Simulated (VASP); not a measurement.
# Y3F (P6/mmm) in VASP: further runs, part 2 of 2

VASP 6.6.1. The steps go on from the part before.

**4. Band structure, PW91**

Input file INCAR:

```
PREC = Accurate
ENCUT = 520
EDIFF = 1E-6
ISMEAR = -1
SIGMA = 0.05
LREAL = F
LASPH = T
NELM = 80
ALGO = Fast
ISIF = 2
LWAVE = F
LCHARG = F
LMAXMIX = 4
GGA = 91
```

Input file KPOINTS:

```
regular mesh
0
Gamma
  4 4 6
```

Input file POSCAR:

```
Y3F
1.0
    6.2666500000      0.0000000000      0.0000000000
   -3.1333300000      5.4270800000      0.0000000000
    0.0000000000      0.0000000000      3.3619900000
Y F
3 1
Direct
    0.5000000000      0.0000000000      0.0000000000
    0.0000000000      0.5000000000      0.0000000000
    0.5000000000      0.5000000000      0.0000000000
    0.0000000000      0.0000000000      0.0000000000
```

Input file KPOINTS_OPT:

```
path GMKGALHA,LM,KH
10
line-mode
reciprocal
 0.0000000000  0.0000000000  0.0000000000  G
 0.5000000000  0.0000000000  0.0000000000  M

 0.5000000000  0.0000000000  0.0000000000  M
 0.3333333333  0.3333333333  0.0000000000  K

 0.3333333333  0.3333333333  0.0000000000  K
 0.0000000000  0.0000000000  0.0000000000  G

 0.0000000000  0.0000000000  0.0000000000  G
 0.0000000000  0.0000000000  0.5000000000  A

 0.0000000000  0.0000000000  0.5000000000  A
 0.5000000000  0.0000000000  0.5000000000  L

 0.5000000000  0.0000000000  0.5000000000  L
 0.3333333333  0.3333333333  0.5000000000  H

 0.3333333333  0.3333333333  0.5000000000  H
 0.0000000000  0.0000000000  0.5000000000  A

 0.5000000000  0.0000000000  0.5000000000  L
 0.5000000000  0.0000000000  0.0000000000  M

 0.3333333333  0.3333333333  0.0000000000  K
 0.3333333333  0.3333333333  0.5000000000  H
```

Command:

```bash
> cat potpaw_PBE.64/Y_sv/POTCAR potpaw_PBE.64/F/POTCAR > POTCAR
> mpirun -np 1 vasp_std > vasp.out
```

Run time: 1.7 min. Hardware: 1 thread of Intel Xeon 6975P-C (Granite Rapids), shared host; peak memory 0.28 GiB.

It converged, with:

| Item | Value |
| --- | --- |
| Free energy | -21.6172 eV |
| Pressure | -0.5 GPa |
| Band gap along the path | none (metal or under the smearing width) |

Stress tensor (GPa, compression positive):
```
-0.44  0.00  0.00
 0.00 -0.44  0.00
 0.00  0.00 -0.54
```

Levels at the corners of the path, in eV from the Fermi level:
| point | band 16 | band 17 | band 18 | band 19 | band 20 | band 21 | band 22 | band 23 | band 24 |
| --- | --- | --- | --- | --- | --- | --- | --- | --- | --- |
| Γ | -4.01 | -3.39 | -1.23 | -1.07 | -1.07 | -0.01 | 0.27 | 0.27 | 1.56 |
| M | -3.40 | -2.71 | -1.86 | -0.39 | -0.32 | 0.22 | 0.63 | 0.92 | 1.11 |
| M | -3.40 | -2.71 | -1.86 | -0.39 | -0.32 | 0.22 | 0.63 | 0.92 | 1.11 |
| K | -3.40 | -2.19 | -2.19 | -0.64 | 0.17 | 0.17 | 0.17 | 1.29 | 1.31 |
| K | -3.40 | -2.19 | -2.19 | -0.64 | 0.17 | 0.17 | 0.17 | 1.29 | 1.31 |
| Γ | -4.01 | -3.39 | -1.23 | -1.07 | -1.07 | -0.01 | 0.27 | 0.27 | 1.56 |
| Γ | -4.01 | -3.39 | -1.23 | -1.07 | -1.07 | -0.01 | 0.27 | 0.27 | 1.56 |
| A | -4.12 | -2.13 | -1.94 | -0.64 | -0.64 | -0.07 | -0.07 | 0.54 | 0.67 |
| A | -4.12 | -2.13 | -1.94 | -0.64 | -0.64 | -0.07 | -0.07 | 0.54 | 0.67 |
| L | -4.19 | -1.50 | -0.73 | -0.66 | -0.26 | 0.23 | 0.99 | 1.13 | 1.40 |
| L | -4.19 | -1.50 | -0.73 | -0.66 | -0.26 | 0.23 | 0.99 | 1.13 | 1.40 |
| H | -4.20 | -1.10 | -1.10 | -0.30 | 0.26 | 0.26 | 0.74 | 0.74 | 0.81 |
| H | -4.20 | -1.10 | -1.10 | -0.30 | 0.26 | 0.26 | 0.74 | 0.74 | 0.81 |
| A | -4.12 | -2.13 | -1.94 | -0.64 | -0.64 | -0.07 | -0.07 | 0.54 | 0.67 |
| L | -4.19 | -1.50 | -0.73 | -0.66 | -0.26 | 0.23 | 0.99 | 1.13 | 1.40 |
| M | -3.40 | -2.71 | -1.86 | -0.39 | -0.32 | 0.22 | 0.63 | 0.92 | 1.11 |
| K | -3.40 | -2.19 | -2.19 | -0.64 | 0.17 | 0.17 | 0.17 | 1.29 | 1.31 |
| H | -4.20 | -1.10 | -1.10 | -0.30 | 0.26 | 0.26 | 0.74 | 0.74 | 0.81 |

Caveat: the PAW data sets were made with another functional, which shifts forces and pressure a little.

**5. Band structure, r2SCAN**

INCAR: that of step 4 with these lines changed.

```diff
@@ -8,3 +8,3 @@
 NELM = 80
-ALGO = Fast
+ALGO = Normal
 ISIF = 2
@@ -13,2 +13,3 @@
 LMAXMIX = 4
-GGA = 91
+METAGGA = R2SCAN
+LMIXTAU = T
```

KPOINTS is that of step 4.

POSCAR is that of step 4.

KPOINTS_OPT is that of step 4.

Potentials or basis: VASP PAW PBE potentials, release 64 (Y_sv, F).

Command:

```bash
> cat potpaw_PBE.64/Y_sv/POTCAR potpaw_PBE.64/F/POTCAR > POTCAR
> mpirun -np 1 vasp_std > vasp.out
```

OUTCAR:

```text
PREC = Accurate
   ENCUT = 520
   EDIFF = 1E-6
   ISMEAR = -1
   LREAL = F
   LASPH = T
   NELM = 80
   ISIF = 2
   METAGGA = R2SCAN

 ion  position               nearest neighbor table
   1  0.500  0.000  0.000-   2 3.13   2 3.13   3 3.13   3 3.13
   2  0.000  0.500  0.000-   1 3.13   1 3.13   3 3.13   3 3.13
   3  0.500  0.500  0.000-   2 3.13   2 3.13   1 3.13   1 3.13
   4  0.000  0.000  0.000-

  LATTYP: Found a hexagonal cell.
[... 619 lines left out ...]

  FORCE on cell =-STRESS in cart. coord.  units (eV):
  Direction    XX          YY          ZZ          XY          YZ          ZX
  --------------------------------------------------------------------------------------
  -------------------------------------------------------------------------------------
  Total       -0.6491639     -0.6491644      0.1394464      0.0000006      0.0000000      0.0000000
  in kB       -9.0963437     -9.0963501      1.9539793      0.0000084      0.0000000      0.0000000
  external PRESSURE =      -5.4129049 kB  Pullay stress =       0.0000000 kB

 VOLUME and BASIS-vectors are now :
 -----------------------------------------------------------------------------
  energy-cutoff  :      520.00
  volume of cell :      114.34
      direct lattice vectors                 reciprocal lattice vectors
     6.266650000  0.000000000  0.000000000     0.159574892  0.092130722  0.000000000
    -3.133330000  5.427080000  0.000000000     0.000000000  0.184261150  0.000000000
     0.000000000  0.000000000  3.361990000     0.000000000  0.000000000  0.297442884

 POSITION                                       TOTAL-FORCE (eV/Angst)
 -----------------------------------------------------------------------------------
      3.13333      0.00000      0.00000        -0.000000      0.000000      0.000000
     -1.56666      2.71354      0.00000        -0.000000      0.000000      0.000000
      1.56666      2.71354      0.00000         0.000000      0.000000      0.000000
      0.00000      0.00000      0.00000        -0.000000      0.000000      0.000000
 -----------------------------------------------------------------------------------
    total drift:                               -0.000000      0.000000      0.000000

  FREE ENERGIE OF THE ION-ELECTRON SYSTEM (eV)
  ---------------------------------------------------
  free  energy   TOTEN  =       -64.3203241630 eV

  energy  without entropy=      -64.2702677596  energy(sigma->0) =      -64.29529596
```

Run time: 6.1 min. Hardware: 1 thread of Intel Xeon 6975P-C (Granite Rapids), shared host; peak memory 0.28 GiB.

Results:

```yaml
Free_energy: -64.3203 eV
Pressure: -0.5 GPa
Band_gap_along_the_path: none (metal or under the smearing width)
```

Levels at the corners of the path, in eV from the Fermi level:
```csv
point,band 17,band 18,band 19,band 20,band 21,band 22,band 23,band 24
Γ,-3.81,-1.31,-1.01,-1.01,0.19,0.44,0.44,1.37
M,-2.92,-1.98,-0.36,-0.25,0.24,0.56,1.11,1.19
M,-2.92,-1.98,-0.36,-0.25,0.24,0.56,1.11,1.19
K,-2.36,-2.36,-0.60,0.18,0.18,0.24,1.40,1.41
K,-2.36,-2.36,-0.60,0.18,0.18,0.24,1.40,1.41
Γ,-3.81,-1.31,-1.01,-1.01,0.19,0.44,0.44,1.37
Γ,-3.81,-1.31,-1.01,-1.01,0.19,0.44,0.44,1.37
A,-2.32,-2.04,-0.72,-0.72,0.09,0.09,0.28,0.90
A,-2.32,-2.04,-0.72,-0.72,0.09,0.09,0.28,0.90
L,-1.67,-0.85,-0.75,-0.37,0.19,1.08,1.17,1.43
L,-1.67,-0.85,-0.75,-0.37,0.19,1.08,1.17,1.43
H,-1.27,-1.27,-0.40,0.26,0.26,0.71,0.71,0.96
H,-1.27,-1.27,-0.40,0.26,0.26,0.71,0.71,0.96
A,-2.32,-2.04,-0.72,-0.72,0.09,0.09,0.28,0.90
L,-1.67,-0.85,-0.75,-0.37,0.19,1.08,1.17,1.43
M,-2.92,-1.98,-0.36,-0.25,0.24,0.56,1.11,1.19
K,-2.36,-2.36,-0.60,0.18,0.18,0.24,1.40,1.42
H,-1.27,-1.27,-0.40,0.26,0.26,0.71,0.71,0.96
```

Caveat: the PAW data sets were made with another functional, which shifts forces and pressure a little.

**6. Band structure, SCAN**

INCAR: that of step 5 with these lines changed.

```diff
@@ -13,3 +13,3 @@
 LMAXMIX = 4
-METAGGA = R2SCAN
+METAGGA = SCAN
 LMIXTAU = T
```

KPOINTS is that of step 5.

POSCAR is that of step 5.

KPOINTS_OPT is that of step 5.

Potentials or basis: VASP PAW PBE potentials, release 64 (Y_sv, F).

Command:

```bash
> cat potpaw_PBE.64/Y_sv/POTCAR potpaw_PBE.64/F/POTCAR > POTCAR
> mpirun -np 1 vasp_std > vasp.out
```

Run time: 6.6 min. Hardware: 1 thread of Intel Xeon 6975P-C (Granite Rapids), shared host; peak memory 0.28 GiB.

Results (log left out):

```yaml
Free_energy: -87.3678 eV
Pressure: -0.7 GPa
Band_gap_along_the_path: none (metal or under the smearing width)
```

Stress tensor (GPa, compression positive):
```
-1.13  0.00  0.00
 0.00 -1.13  0.00
 0.00  0.00  0.11
```

Levels at the corners of the path, in eV from the Fermi level:
| point | band 17 | band 18 | band 19 | band 20 | band 21 | band 22 | band 23 | band 24 |
| --- | --- | --- | --- | --- | --- | --- | --- | --- |
| Γ | -3.80 | -1.34 | -1.04 | -1.04 | 0.17 | 0.40 | 0.40 | 1.42 |
| M | -2.91 | -1.98 | -0.40 | -0.29 | 0.24 | 0.55 | 1.07 | 1.19 |
| M | -2.91 | -1.98 | -0.40 | -0.29 | 0.24 | 0.55 | 1.07 | 1.19 |
| K | -2.35 | -2.35 | -0.65 | 0.15 | 0.15 | 0.25 | 1.40 | 1.41 |
| K | -2.35 | -2.35 | -0.65 | 0.15 | 0.15 | 0.25 | 1.40 | 1.41 |
| Γ | -3.80 | -1.34 | -1.04 | -1.04 | 0.17 | 0.40 | 0.40 | 1.42 |
| Γ | -3.80 | -1.34 | -1.04 | -1.04 | 0.17 | 0.40 | 0.40 | 1.42 |
| A | -2.26 | -2.10 | -0.70 | -0.70 | 0.07 | 0.07 | 0.32 | 0.88 |
| A | -2.26 | -2.10 | -0.70 | -0.70 | 0.07 | 0.07 | 0.32 | 0.88 |
| L | -1.61 | -0.80 | -0.79 | -0.35 | 0.19 | 1.08 | 1.18 | 1.37 |
| L | -1.61 | -0.80 | -0.79 | -0.35 | 0.19 | 1.08 | 1.18 | 1.37 |
| H | -1.21 | -1.21 | -0.39 | 0.20 | 0.20 | 0.72 | 0.72 | 0.95 |
| H | -1.21 | -1.21 | -0.39 | 0.20 | 0.20 | 0.72 | 0.72 | 0.95 |
| A | -2.26 | -2.10 | -0.70 | -0.70 | 0.07 | 0.07 | 0.32 | 0.88 |
| L | -1.61 | -0.80 | -0.79 | -0.35 | 0.19 | 1.08 | 1.18 | 1.37 |
| M | -2.91 | -1.98 | -0.40 | -0.29 | 0.24 | 0.55 | 1.07 | 1.19 |
| K | -2.35 | -2.35 | -0.65 | 0.15 | 0.15 | 0.25 | 1.40 | 1.42 |
| H | -1.21 | -1.21 | -0.39 | 0.20 | 0.20 | 0.72 | 0.72 | 0.95 |

Caveat: the PAW data sets were made with another functional, which shifts forces and pressure a little.

**7. Summary**

| level | further INCAR settings | pressure (GPa) |
| --- | --- | --- |
| BLYP | ALGO = Fast; EDIFF = 1e-06 | 1.2 |
| AM05 | ALGO = Fast; EDIFF = 1e-06 | -1.7 |
| PW91 | ALGO = Fast; EDIFF = 1e-06 | -0.5 |
| r2SCAN | ALGO = Normal; EDIFF = 1e-06 | -0.5 |
| SCAN | ALGO = Normal; EDIFF = 1e-06 | -0.7 |

Alike in all rows: task band structure; potentials or basis VASP PAW PBE potentials, release 64 (Y_sv, F); no spin polarisation; cell as given; k mesh 4 × 4 × 6; cutoff (eV) 520; smearing fermi-dirac 0.05 eV.

The pressure there spans -1.7 GPa (AM05) to 1.2 GPa (BLYP); a positive pressure means that this level wants a larger cell, a negative one a smaller.

Caveats: the PAW data sets were made with another functional, which shifts forces and pressure a little.

Total energies depend on the potentials used, so only differences within one code and one set of settings carry meaning.
